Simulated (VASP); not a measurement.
# Band edges against the vacuum: BP(110), part 2 of 3

Where do the bulk band edges lie against the vacuum outside BP(110)?

VASP 6.6.1; PBE; plane waves and PAW (B, P).

So far, gap on the k-mesh (eV): step 3 (band edges of the bulk) 1.26.

## (4) Surface relaxation

System of this step: BP(110). The cell holds 18 atoms: 9 B and 9 P. Its edges and angles: a = 3.215 Å, b = 4.547 Å, c = 28.861 Å, α = 90.0°, β = 90.0°, γ = 90.0°. It derives from BP. 9 layers, cut at this functional's lattice. Vacuum lies along c.

All atoms relax at the fixed cell.

INCAR reads:

```
SYSTEM = BP
PREC = Normal
ENCUT = 360
EDIFF = 1E-05
NELM = 120
ISMEAR = 0
SIGMA = 0.03
LREAL = Auto
ALGO = Fast
GGA = PE
NBANDS = 54
LORBIT = 11
LWAVE = .FALSE.
LCHARG = .FALSE.
KPAR = 4
IBRION = 2
NSW = 60
ISIF = 2
EDIFFG = -0.03
POTIM = 0.4
MAXMIX = 40
IDIPOL = 3
LDIPOL = .TRUE.
DIPOL = 0.5 0.5 0.5
```

POSCAR reads:

```
BP
1.0
    3.2152627814      0.0000000000      0.0000000000
    0.0000000000      4.5470682320      0.0000000000
    0.0000000000      0.0000000000     28.8610511255
B P
9 9
Direct
    0.0000000000      0.0000000000      0.2771901800
    0.5000000000      0.5000000000      0.3328926400
    0.0000000000      0.0000000000      0.3885950900
    0.5000000000      0.5000000000      0.4442975500
    0.0000000000      0.0000000000      0.5000000000
    0.5000000000      0.5000000000      0.5557024500
    0.0000000000      0.0000000000      0.6114049100
    0.5000000000      0.5000000000      0.6671073600
    0.0000000000      0.0000000000      0.7228098200
    0.0000000000      0.7500000000      0.3328926400
    0.5000000000      0.2500000000      0.2771901800
    0.0000000000      0.7500000000      0.4442975500
    0.5000000000      0.2500000000      0.3885950900
    0.0000000000      0.7500000000      0.5557024500
    0.5000000000      0.2500000000      0.5000000000
    0.0000000000      0.7500000000      0.6671073600
    0.5000000000      0.2500000000      0.6114049100
    0.5000000000      0.2500000000      0.7228098200
```

KPOINTS reads:

```
Automatic mesh
0
Gamma
7 5 1
0 0 0
```

The projector-augmented-wave data sets are B and P (PBE family, release 64).

Launch:

```bash
$ mpirun -np 4 vasp_std
```

Output:

```text
[banner, memory and clock lines left out]
running    4 mpi-ranks, on    1 nodes
 distrk:  each k-point on    1 cores,    4 groups
 distr:  one band on    1 cores,    1 groups

 POSCAR found type information on POSCAR B P
 POSCAR found :  2 types and      18 ions
 LDA part: xc-table for (Slater+PW92), standard interpolation
 POSCAR, INCAR and KPOINTS ok, starting setup
 FFT: planning ... GRIDC
 FFT: planning ... GRID_SOFT
 FFT: planning ... GRID
 WAVECAR not read
 entering main loop
       N       E                     dE             d eps       ncg     rms          rms(c)
DAV:   1     0.299236303876E+03    0.29924E+03   -0.23526E+04  1312   0.817E+02
DAV:   2    -0.856071099334E+02   -0.38484E+03   -0.36985E+03  1774   0.194E+02
DAV:   3    -0.116108513162E+03   -0.30501E+02   -0.30010E+02  1568   0.559E+01
DAV:   4    -0.117001726009E+03   -0.89321E+00   -0.88973E+00  1928   0.996E+00
DAV:   5    -0.117024413209E+03   -0.22687E-01   -0.22669E-01  1792   0.153E+00    0.210E+01
RMM:   6    -0.112042320136E+03    0.49821E+01   -0.68119E+00  1299   0.736E+00    0.117E+01
RMM:   7    -0.111359737173E+03    0.68258E+00   -0.61776E+00  1305   0.670E+00    0.249E+00
RMM:   8    -0.111235865882E+03    0.12387E+00   -0.55472E-01  1321   0.268E+00    0.479E-01
RMM:   9    -0.111243840204E+03   -0.79743E-02   -0.95306E-02  1402   0.103E+00    0.264E-01
RMM:  10    -0.111245901953E+03   -0.20617E-02   -0.20658E-02  1563   0.455E-01    0.180E-01
RMM:  11    -0.111246723926E+03   -0.82197E-03   -0.26327E-03  1363   0.174E-01    0.608E-02
RMM:  12    -0.111246956360E+03   -0.23243E-03   -0.10794E-03  1503   0.961E-02    0.348E-02
RMM:  13    -0.111247283458E+03   -0.32710E-03   -0.24327E-04  1322   0.390E-02    0.183E-02
RMM:  14    -0.111247407813E+03   -0.12436E-03   -0.76350E-05  1095   0.229E-02    0.115E-02
RMM:  15    -0.111247580186E+03   -0.17237E-03   -0.43151E-05   952   0.164E-02    0.407E-03
RMM:  16    -0.111247628230E+03   -0.48044E-04   -0.34507E-05   924   0.108E-02    0.413E-03
RMM:  17    -0.111247646362E+03   -0.18132E-04   -0.85480E-06   895   0.650E-03    0.201E-03
RMM:  18    -0.111247680232E+03   -0.33871E-04   -0.25401E-06   734   0.416E-03    0.155E-03
RMM:  19    -0.111247696411E+03   -0.16178E-04   -0.76279E-07   551   0.293E-03    0.950E-04
RMM:  20    -0.111247722769E+03   -0.26358E-04   -0.15825E-06   606   0.315E-03    0.574E-04
RMM:  21    -0.111247726389E+03   -0.36202E-05   -0.29011E-07   487   0.246E-03
   1 F= -.11124773E+03 E0= -.11124773E+03  d E =-.111248E+03
 curvature:   0.00 expect dE= 0.000E+00 dE for cont linesearch  0.000E+00
 trial: gam= 0.00000 g(F)=  0.122E+01 g(S)=  0.000E+00 ort = 0.000E+00 (trialstep = 0.100E+01)
 search vector abs. value=  0.122E+01
 bond charge predicted
       N       E                     dE             d eps       ncg     rms          rms(c)
DAV:   1    -0.112048309490E+03   -0.80059E+00   -0.26710E+01  1372   0.179E+01    0.265E+00
RMM:   2    -0.112084142286E+03   -0.35833E-01   -0.74893E-01  1312   0.326E+00    0.125E+00
RMM:   3    -0.112113547675E+03   -0.29405E-01   -0.13363E-01  1353   0.143E+00    0.824E-01
RMM:   4    -0.112109036193E+03    0.45115E-02   -0.93704E-02  1348   0.995E-01    0.347E-01
RMM:   5    -0.112113092354E+03   -0.40562E-02   -0.12837E-02  1369   0.425E-01    0.267E-01
RMM:   6    -0.112113073438E+03    0.18915E-04   -0.33293E-03  1520   0.192E-01    0.215E-01
RMM:   7    -0.112112099251E+03    0.97419E-03   -0.54511E-03  1309   0.206E-01    0.140E-01
RMM:   8    -0.112112358359E+03   -0.25911E-03   -0.47547E-04  1305   0.825E-02    0.332E-02
RMM:   9    -0.112112395291E+03   -0.36932E-04   -0.14610E-04  1298   0.400E-02    0.142E-02
RMM:  10    -0.112112393149E+03    0.21429E-05   -0.27495E-05   951   0.170E-02
   2 F= -.11211239E+03 E0= -.11211239E+03  d E =-.864667E+00
[... from here on, the cycles between the ionic steps are left out ...]
   3 F= -.11230490E+03 E0= -.11230490E+03  d E =-.105717E+01
   4 F= -.11261116E+03 E0= -.11261116E+03  d E =-.306262E+00
   5 F= -.11267017E+03 E0= -.11267017E+03  d E =-.365271E+00
   6 F= -.11274385E+03 E0= -.11274385E+03  d E =-.736848E-01
   7 F= -.11276415E+03 E0= -.11276415E+03  d E =-.939824E-01
   8 F= -.11278328E+03 E0= -.11278328E+03  d E =-.191301E-01
   9 F= -.11278340E+03 E0= -.11278340E+03  d E =-.192526E-01
  10 F= -.11279117E+03 E0= -.11279117E+03  d E =-.777317E-02
  11 F= -.11279261E+03 E0= -.11279261E+03  d E =-.921154E-02
  12 F= -.11279738E+03 E0= -.11279738E+03  d E =-.477028E-02
  13 F= -.11279995E+03 E0= -.11279995E+03  d E =-.734038E-02
  14 F= -.11280301E+03 E0= -.11280301E+03  d E =-.305705E-02
  15 F= -.11280405E+03 E0= -.11280405E+03  d E =-.410018E-02
  16 F= -.11280486E+03 E0= -.11280486E+03  d E =-.810804E-03
  17 F= -.11280490E+03 E0= -.11280490E+03  d E =-.847243E-03
 curvature:  -0.90 expect dE=-0.321E-03 dE for cont linesearch -0.483E-06
 trial: gam= 0.27027 g(F)=  0.358E-03 g(S)=  0.000E+00 ort =-0.363E-04 (trialstep = 0.923E+00)
 search vector abs. value=  0.517E-03
 bond charge predicted
       N       E                     dE             d eps       ncg     rms          rms(c)
DAV:   1    -0.112805084159E+03   -0.18321E-03   -0.10016E-02  1398   0.376E-01    0.500E-02
RMM:   2    -0.112805107881E+03   -0.23723E-04   -0.46089E-04  1322   0.838E-02    0.616E-02
RMM:   3    -0.112805122199E+03   -0.14318E-04   -0.89958E-05  1332   0.370E-02    0.256E-02
RMM:   4    -0.112805116093E+03    0.61062E-05   -0.22752E-05   897   0.176E-02
  18 F= -.11280512E+03 E0= -.11280512E+03  d E =-.215112E-03
 trial-energy change:   -0.000215  1 .order   -0.000211   -0.000321   -0.000101
 step:   1.3477(harm=  1.3477)  dis= 0.00204  next Energy=  -112.805136 (dE=-0.235E-03)
 reached required accuracy - stopping structural energy minimisation
```

Run time: 4.5 min. Hardware: 4 MPI ranks of Intel Xeon Platinum 8488C (Sapphire Rapids), shared host; peak memory 1.2 GiB; 18 min of CPU time.

OUTCAR, selected parts (step 4):

```text
  LATTYP: Found a simple orthorhombic cell.
 ALAT       =     3.2152627814
 B/A-ratio  =     1.4142135624
 C/A-ratio  =     8.9762651104

 Subroutine GETGRP returns: Found  4 space group operations
 (whereof  4 operations were pure point group operations)

The static configuration has the point symmetry C_2v.

 Found     12 irreducible k-points:

   k-points           NKPTS =     12   k-points in BZ     NKDIM =     12   number of bands    NBANDS=     54

   dimension x,y,z NGX =    16 NGY =   24 NGZ =  140
   dimension x,y,z NGXF=    32 NGYF=   48 NGZF=  280

   ENCUT  =  360.0 eV  26.46 Ry    5.14 a.u.   4.97  7.03 44.65*2*pi/ulx,y,z

   NELECT =      72.0000    total number of electrons

 dipolmoment           0.000000      0.000000      0.000000 electrons x Angstroem

 E-fermi :   1.0374

 k-point     1 :       0.0000    0.0000    0.0000
  band No.  band energies     occupation
    ...
     32       0.2899      2.00000
     33       0.6260      2.00000
     34       0.6691      2.00000
     35       0.8409      2.00000
     36       0.9075      2.00000
     37       2.5206      0.00000
     38       2.7273      0.00000
     39       2.8067      0.00000
     40       3.2442      0.00000
     41       3.4334      0.00000
    ...

 k-point     2 :       0.1429    0.0000    0.0000
  band No.  band energies     occupation
    ...
     32      -0.6261      2.00000
     33      -0.4973      2.00000
     34      -0.3529      2.00000
     35       0.2777      2.00000
     36       0.4149      2.00000
     37       2.7415      0.00000
     38       3.0688      0.00000
     39       3.6785      0.00000
     40       3.8004      0.00000
     41       3.8176      0.00000
    ...

  Total       -2.0767198      1.5624437     -1.0220357      0.0000000      0.0000000      0.0000000
  in kB       -7.8854849      5.9327340     -3.8807579      0.0000000      0.0000000      0.0000000
  external PRESSURE =      -1.9445029 kB  Pullay stress =       0.0000000 kB

  energy-cutoff  :      360.00
  volume of cell :      421.95
      direct lattice vectors                 reciprocal lattice vectors
     3.215262781  0.000000000  0.000000000     0.311016569  0.000000000  0.000000000
     0.000000000  4.547068232  0.000000000     0.000000000  0.219921925  0.000000000
     0.000000000  0.000000000 28.861051126     0.000000000  0.000000000  0.034648773

 POSITION                                       TOTAL-FORCE (eV/Angst)
 -----------------------------------------------------------------------------------
      0.00000      0.22882      8.33863         0.000000     -0.007364      0.010975
      1.60763      2.24488      9.58712         0.000000      0.001934      0.008152
      0.00000      4.51876     11.21698        -0.000000     -0.003446      0.008892
      1.60763      2.23424     12.81712         0.000000      0.008246      0.011544
      0.00000      4.50990     14.43053        -0.000000      0.008122      0.000000
      1.60763      2.23424     16.04393         0.000000      0.008246     -0.011544
      0.00000      4.51876     17.64407        -0.000000     -0.003446     -0.008892
      1.60763      2.24488     19.27394         0.000000      0.001934     -0.008152
      0.00000      0.22882     20.52242        -0.000000     -0.007364     -0.010975
      0.00000      3.35321      9.59301        -0.000000     -0.005320      0.021776
      1.60763      1.16890      7.85451        -0.000000     -0.006949      0.009332
      3.21526      3.37144     12.81940        -0.000000      0.000936      0.009199
      1.60763      1.10522     11.19827        -0.000000      0.001975      0.004726
      3.21526      3.37144     16.04165        -0.000000      0.000936     -0.009199
      1.60763      1.09956     14.43053        -0.000000      0.011855      0.000000
      3.21526      3.35321     19.26804         0.000000     -0.005320     -0.021776
      1.60763      1.10522     17.66278        -0.000000      0.001975     -0.004726
      1.60763      1.16890     21.00654        -0.000000     -0.006949     -0.009332
 -----------------------------------------------------------------------------------
    total drift:                                0.000000     -0.003005      0.000002

  FREE ENERGIE OF THE ION-ELECTRON SYSTEM (eV)
  ---------------------------------------------------
  free  energy   TOTEN  =      -112.8051160930 eV

  energy  without entropy=     -112.8051160930  energy(sigma->0) =     -112.80511609

 vacuum level on the upper side and lower side of the slab         6.137         6.137

 total charge
# of ion       s       p       d       tot
------------------------------------------
    1        0.723   1.116   0.000   1.839
    2        0.669   1.223   0.000   1.892
    3        0.669   1.249   0.000   1.918
    4        0.668   1.263   0.000   1.930
    5        0.667   1.263   0.000   1.930
    6        0.668   1.263   0.000   1.930
    7        0.669   1.249   0.000   1.918
    8        0.669   1.223   0.000   1.892
    9        0.723   1.116   0.000   1.839
   10        0.996   1.587   0.000   2.583
   11        1.039   1.518   0.000   2.557
   12        0.993   1.569   0.000   2.562
   13        0.994   1.572   0.000   2.566
   14        0.993   1.569   0.000   2.562
   15        0.993   1.571   0.000   2.564
   16        0.996   1.587   0.000   2.583
   17        0.994   1.572   0.000   2.566
   18        1.039   1.518   0.000   2.557
--------------------------------------------------
tot         15.164  25.025   0.000  40.189

[... 1 part as in an earlier step ...]

[... 7 further parts left out ...]
```

CONTCAR:

```
BP
   1.00000000000000
     3.2152627813999999    0.0000000000000000    0.0000000000000000
     0.0000000000000000    4.5470682320000000    0.0000000000000000
     0.0000000000000000    0.0000000000000000   28.8610511255000013
  B               P
     9     9
Direct
     0.0000000000000000    0.0503217989452196    0.2889233155465062
     0.5000000000000000    0.4936988493506829    0.3321817777008226
     0.0000000000000000    0.9937746009145711    0.3886546647337493
     0.5000000000000000    0.4913575039660140    0.4440975403787527
     0.0000000000000000    0.9918257278535351    0.5000000000000000
     0.5000000000000000    0.4913575039660140    0.5559024596212475
     0.0000000000000000    0.9937746009145711    0.6113453352662508
     0.5000000000000000    0.4936988493506829    0.6678182222991774
     0.0000000000000000    0.0503217989452196    0.7110766844534939
     0.0000000000000000    0.7374440550543482    0.3323859535166598
     0.5000000000000000    0.2570657876190672    0.2721492360101072
     1.0000000000000000    0.7414532654241516    0.4441765164594177
     0.5000000000000000    0.2430625974650975    0.3880063030363943
     1.0000000000000000    0.7414532654241516    0.5558234835405822
     0.5000000000000000    0.2418173546681619    0.5000000000000000
     1.0000000000000000    0.7374440550543482    0.6676140464833402
     0.5000000000000000    0.2430625974650975    0.6119936969636056
     0.5000000000000000    0.2570657876190672    0.7278507639898928
```

The run keeps the 4 symmetry operations of its start, so it cannot find a distortion of lower symmetry.

The steps of the relaxation:

```csv
step,energy less that of the first step (eV),largest force (eV/Å)
1,0.0000,3.0220
2,-0.8647,1.8428
3,-1.0572,1.1893
4,-1.3634,0.8242
5,-1.4224,1.2054
6,-1.4961,0.8296
7,-1.5164,0.3739
8,-1.5356,0.1943
9,-1.5357,0.2197
10,-1.5434,0.1110
11,-1.5449,0.1152
12,-1.5497,0.1006
13,-1.5522,0.1461
14,-1.5553,0.0699
15,-1.5563,0.0710
16,-1.5571,0.0323
17,-1.5572,0.0414
18,-1.5574,0.0224
```

The atoms that moved most (Å):

```csv
atom,dx,dy,dz,length
B9,0.000,0.229,-0.339,0.409
B1,0.000,0.229,0.339,0.409
P11,0.000,0.032,-0.145,0.149
P18,0.000,0.032,0.145,0.149
P10,0.000,-0.057,-0.015,0.059
P16,0.000,-0.057,0.015,0.059
B6,0.000,-0.039,0.006,0.040
B4,0.000,-0.039,-0.006,0.040
```

The relaxed structure:

```xyz
18
Lattice="3.2153 0.0000 0.0000 0.0000 4.5471 0.0000 0.0000 0.0000 28.8611" Properties=species:S:1:pos:R:3
B     0.0000    0.2288    8.3386
B     1.6076    2.2449    9.5871
B     0.0000   -0.0283   11.2170
B     1.6076    2.2342   12.8171
B     0.0000   -0.0372   14.4305
B     1.6076    2.2342   16.0439
B     0.0000   -0.0283   17.6441
B     1.6076    2.2449   19.2739
B     0.0000    0.2288   20.5224
P     0.0000    3.3532    9.5930
P     1.6076    1.1689    7.8545
P     0.0000    3.3714   12.8194
P     1.6076    1.1052   11.1983
P     0.0000    3.3714   16.0416
P     1.6076    1.0996   14.4305
P     0.0000    3.3532   19.2680
P     1.6076    1.1052   17.6628
P     1.6076    1.1689   21.0065
```

This step gave:

```yaml
electronic_cycles: 142
electrons: 72
free_energy_toten: -112.8051 eV
fermi_energy: 1.037 eV
dipole_moment: 0, 0, 0 e·Å
gap_on_the_k_mesh: 0.5529 eV
least_direct_gap_on_the_k_mesh: 1.613 eV
```

The run ended after 18 ionic steps, 1.557 eV below its first step, once the forces on the free atoms met EDIFFG = -0.03.

(Continued in part 3 of 3.)

[Lines on the potential files, build, host, timing and source positions are cut from VASP's logs without a mark.]

[Logs are printed without paths, hosts, clocks, repeated set-up lines and the standing remarks that a program may print on its own settings, such as how far it seeks lower states.]

[Hosts, paths, dates, database ids (printed as entryN), source tags and the programs' standing remarks are cut or masked in the printed files.]

[Runs that stopped without an error message from VASP are left out.]
